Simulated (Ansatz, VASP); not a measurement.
## Te2As in two plane-wave programs

Aim: how closely do two programs agree when they are given the same cell, functional and k mesh? The cell is generated by rule, not measured, and may not be a known phase. The cell is taken from a series of runs on this material, whose earlier steps may have relaxed, scaled, displaced or heated it; both programs get it as it stands.

Calculated with Ansatz 0.2.0; plane waves, with VASP 6.6.1 beside it; zone-centre phonons at LDA.

The structure was built from a prototype and need not be the compound's stable phase.

**1. The structure**

Symmetry: Pmmn, No. 59, orthorhombic system. Conventional cell: a = 3.790 Å, b = 6.894 Å, c = 6.374 Å, α = 90.00°, β = 90.00°, γ = 90.00°. Nearest to As lie 6 Te at 2.79 to 2.92 Å. Nearest to Te lie 3 As at 2.79 to 2.92 Å and 1 Te at 3.11 Å. Farther neighbours and most contacts between anions are not listed.

**2. Ansatz: zone-centre phonons, LDA**

Ansatz runs on its default PAW (the set named soft_2) files.

Second derivatives magnify differences that forces hide, and they need a tight electronic threshold.

Contents of input.yaml:

```yaml
crystal:
  lattice:
    - [3.7897702482, 0.0, 0.0]
    - [0.0, 6.8942621265, 0.0]
    - [0.0, 0.0, 6.3735170184]
  atoms:
    - { symbol: As, position: [0.5, 0.5, 0.0911363009] }
    - { symbol: As, position: [0.0, 0.0, 0.9088636991] }
    - { symbol: Te, position: [0.5, 0.7256762355, 0.7270833582] }
    - { symbol: Te, position: [0.0, 0.2256762355, 0.2729166418] }
    - { symbol: Te, position: [0.5, 0.2743237645, 0.7270833582] }
    - { symbol: Te, position: [0.0, 0.7743237645, 0.2729166418] }
kpoints:
  mp_grid: { grid: [8, 6, 6] }
hamiltonian:
  xc: lda
scf:
  occupations: { method: methfessel_paxton, width: 0.15 }
output:
  eigenvalues: true
phonons:
  method: dfpt
```

Launch:

```bash
$ ansatz run input.yaml --threads 8 --pin off --max-ram 14336MiB --backend cpu --events-out ev --progress --plain --runs-dir out
```

Numbers of over 12 decimals in the logs are rounded to 6 here.

Log:

```text
zone centre: on kpoints.mp_grid the ground state, and the responses unless they are solved on pairs of k-points, stand on 100 of the mesh's 288 k-points, reduced under 2 symmetry operations, with k and −k counted as one. Each operation leaves every solved displacement unchanged or reverses it
Engine: ansatz 0.2.0, aarch64-unknown-linux-gnu
Pseudopotentials: kind: paw
Pseudopotential: As, paw, valence charge 15, recommended cutoff 420 eV (normal), As.paw.azcp
Pseudopotential: Te, paw, valence charge 16, recommended cutoff 420 eV (normal), Te.paw.azcp
Functional definition: SPW92
  exchange = slater_x
  correlation = pw_c
Crystal: 6 atoms, lattice volume = 166.525 Å³
Basis set: ecut = 420 eV, 3251 PW (Γ), exchange–correlation on 60×96×90 points (8 copies of the dense FFT grid, shifted against one another)
Bands: 57, of which v1, the nominal top of the filled ones, is band 47 counted from 1 (46 counted from 0)
Symmetry: 8 space group operations
k-points: 100 of 288 (irreducible under 2 space group operations, time reversal used)
Non-local potential: As, projectors of the file, l = 0: 2, l = 1: 2, l = 2: 3, l = 3: 1
Non-local potential: Te, projectors of the file, l = 0: 2, l = 1: 2, l = 2: 2, l = 3: 2
PAW form: soft (Blöchl's): semilocal exchange-correlation on the pseudo side does not see the compensation charge
PAW frozen core: As, regenerated for the run's functional, and the local potential with it (the file was generated under x = pbe(κ = 0.804, μ = 0.219515), c = pbe(β = 0.066725))
PAW frozen core: Te, regenerated for the run's functional, and the local potential with it (the file was generated under x = pbe(κ = 0.804, μ = 0.219515), c = pbe(β = 0.066725))
PAW one-centre angular grid: As, 590 points (default); XC on 64 Gauss nodes
PAW one-centre angular grid: Te, 590 points (default); XC on 64 Gauss nodes
Initial density: superposition of atomic densities (neutral atoms: chi_scale 0, normalization atom), corrected by the library's trained network
Initial wavefunctions: pseudopotential atomic-orbital guess
Functional: x = slater, c = lda
SCF iter   1: F=—  HF=-36854.986233 eV  |F-HF|=—  |Δ(HF+E_count)|=         —  Δρ=4.60e-3  dr2=1.88e-2  ethr=1.77e-3  ⟨swp⟩=7.6  Hψ=22850  notcnv=0
preconditioner: auto → LDOS  [metal: Δε(μ)=0.007 eV  Ē_g=8.928 eV  σ=0.150 eV  W_gap=0.04  n_scr=42 (ndim 8)  ℏωp=16.8 eV  f_vac=0.011  D(μ)=2.01/eV (n_scr^D=8)  β→1.0]
SCF iter   2: F=—  HF=-36854.976344 eV  |F-HF|=—  |Δ(HF+E_count)|=   9.89e-3  S|Δr|=    0.00e0  Δρ=1.01e-3  dr2=3.45e-3  ethr=2.00e-5  ⟨swp⟩=2.0  Hψ=10959  notcnv=0
SCF iter   3: F=—  HF=-36854.975608 eV  |F-HF|=—  |Δ(HF+E_count)|=   7.35e-4  S|Δr|=    0.00e0  Δρ=6.18e-4  dr2=1.69e-3  ethr=3.67e-6  ⟨swp⟩=2.0  Hψ=10144  notcnv=0
SCF iter   4: F=—  HF=-36854.975181 eV  |F-HF|=—  |Δ(HF+E_count)|=   4.27e-4  S|Δr|=    0.00e0  Δρ=1.66e-4  dr2=7.46e-5  ethr=1.80e-6  ⟨swp⟩=3.0  Hψ=10294  notcnv=0
SCF iter   5: F=—  HF=-36854.975149 eV  |F-HF|=—  |Δ(HF+E_count)|=   3.18e-5  S|Δr|=    0.00e0  Δρ=3.34e-5  dr2=3.55e-6  ethr=7.93e-8  ⟨swp⟩=2.0  Hψ=8114  notcnv=0
SCF iter   6: F=—  HF=-36854.975149 eV  |F-HF|=—  |Δ(HF+E_count)|=   3.12e-7  S|Δr|=    0.00e0  Δρ=6.44e-6  dr2=7.87e-8  ethr=3.77e-9  ⟨swp⟩=2.0  Hψ=10152  notcnv=0
SCF iter   7: F=—  HF=-36854.975149 eV  |F-HF|=—  |Δ(HF+E_count)|=   1.01e-8  S|Δr|=    0.00e0  Δρ=1.92e-6  dr2=6.10e-9  ethr=8.37e-11  ⟨swp⟩=2.3  Hψ=9205  notcnv=0
SCF iter   8: F=—  HF=-36854.975149 eV  |F-HF|=—  |Δ(HF+E_count)|=  3.13e-10  S|Δr|=    0.00e0  Δρ=4.11e-7  dr2=2.61e-10  ethr=6.49e-12  ⟨swp⟩=2.0  Hψ=10118  notcnv=0
SCF iter   9: F=—  HF=-36854.975149 eV  |F-HF|=—  |Δ(HF+E_count)|=  2.91e-11  S|Δr|=    0.00e0  Δρ=1.25e-7  dr2=2.41e-11  ethr=1.00e-12  ⟨swp⟩=2.9  Hψ=10193  notcnv=0
SCF iter  10: F=-36854.975149 eV  HF=-36854.975149 eV  |F-HF|=0.00e0  |Δ(HF+E_count)|=    0.00e0  S|Δr|=    0.00e0  Δρ=2.67e-8  dr2=1.16e-12  ethr=1.00e-12  ⟨swp⟩=11.6  Hψ=28422  notcnv=0
SCF 1 converged in 10 iterations: F = -36854.975149 eV  dr2 = 1.16e-12
  greatest PAW one-centre occupation: 0.999 electrons in one spin orbital (limit 2), on the As atom at site 1 (counted from 0), in its partial waves of l = 2
DFPT response loops at Γ: preconditioner auto → Kerker (q_TF=auto, 2.480 Å⁻¹) (partly filled bands, converged f_vac=0.011); β = 1.00, the filter's whole step (`scf.mixing.beta` (0.50) is not read by the response loops under this deck's `scf.mixing.preconditioner`; to damp them name `kerker` or `kerker_dos`, under which they read `scf.mixing.beta`, and type it under 1.00, their step now; both keys bind the ground state too); Broyden in place of MSR1
SCF converged after 10 iterations
Stability not checked: this state was not tested for a lower state beside it, because cold or Methfessel-Paxton smearing, or corrected tetrahedra, fill the levels in a way that the test cannot read (fill_not_monotonic; see scf.lower_state_search)
Free energy (F): -36854.975149 eV
Harris-Foulkes:  -36854.975149 eV  (|F-HF|=0.00e0)
Internal energy: -36854.980096 eV  (E = F + TS)
E sigma→0 (E₀):  -36854.976386 eV
Entropy (-TS):   0.004947 eV (0.824 meV/atom)
Fermi energy:    9.873124 eV
Step filling:    the computed levels leave a gap of 0.0068 eV = 0.0 smearing widths at the electron count; against every level under it full and every level over it empty, smearing changes F+E_penalty+E_count by +1.331 meV and its σ→0 estimate by +0.094 meV
--- Per-component energies (eV) ---
  E_band       = -1478.577813
  E_kinetic    = 934.295196
  E_local      = -8432.612570  (includes V_loc(G=0)·N_el)
  E_nonlocal   = -2551.015418
  E_hartree    = 5110.804033
  E_xc         = -654.823364
  E_vxc        = -580.169493  (∫ρ·V_xc dr)
  E_paw        = -21543.866817  (= ΣΔE_a)
  E_vpaw       = -1070.682883  (= ΣTr[D̂ρ^β])
  E_aug_tail   = -0.000691  (compensation charges beyond the density's cutoff)
  E_ewald      = -9724.625570
  E_core_change = 6.865105  (= ΣΔE_core)
  E_smearing   = 0.004947  (= −TS)
  E_closure    = -0.000000  (closes the sum)
  Σ components = -36854.975149   (vs F -36854.975149, Δ=0.00e0)
--- Band table (eV; the first three rows and the last of 100) ---
  k-point 0: bands = [... 43 lower, 8.7376, 9.3623, 10.6987, 10.7753, 10.9355, 10.9675, 11.3294, 11.8511, ... 6 higher]
  k-point 1: bands = [... 43 lower, 8.6198, 9.4398, 9.9939, 10.5899, 10.7956, 10.8245, 10.8604, 12.1425, ... 6 higher]
  k-point 2: bands = [... 43 lower, 8.6894, 8.7673, 9.6588, 10.3878, 10.4021, 10.4259, 10.4592, 12.1192, ... 6 higher]
  k-point 99: bands = [... 43 lower, 7.3294, 8.0307, 8.0307, 9.0938, 9.0938, 10.3940, 10.3940, 11.9922, ... 6 higher]
--- Phonons (Γ-DFPT): 6 representative perturbations + reference, on 100 of 288 k-points (Σ response iterations 18) ---
  k mesh reduced under 2 symmetry operations, with k and −k counted as one. Each operation leaves every solved displacement unchanged or reverses it
  ASR residual: 1.244e-4 → 0.000e0 eV/Å²; symmetrization residual: 2.285e-5 eV/Å²
  ASR residual per site (eV/Å²): 1.24e-4 1.24e-4 9.98e-5 9.98e-5 9.98e-5 9.98e-5
  Γ frequencies (cm⁻¹): 0.00 0.00 0.00 44.38 48.42 52.07 73.92 75.59 76.40 82.89 89.81 99.68 108.83 109.32 109.68 118.44 136.58 154.76
  non-analytic LO–TO correction: not included (Born effective charges unavailable; polar crystals: no LO–TO splitting at Γ)
```

[end of part 1 of 3]

[Lines on the potential files, build, host, timing and source positions are cut from VASP's logs without a mark.]

[Logs are printed without paths, hosts, clocks, repeated set-up lines and the standing remarks that a program may print on its own settings, such as how far it seeks lower states.]

[Hosts, paths, dates, database ids (printed as entryN), source tags and the programs' standing remarks are cut or masked in the printed files.]
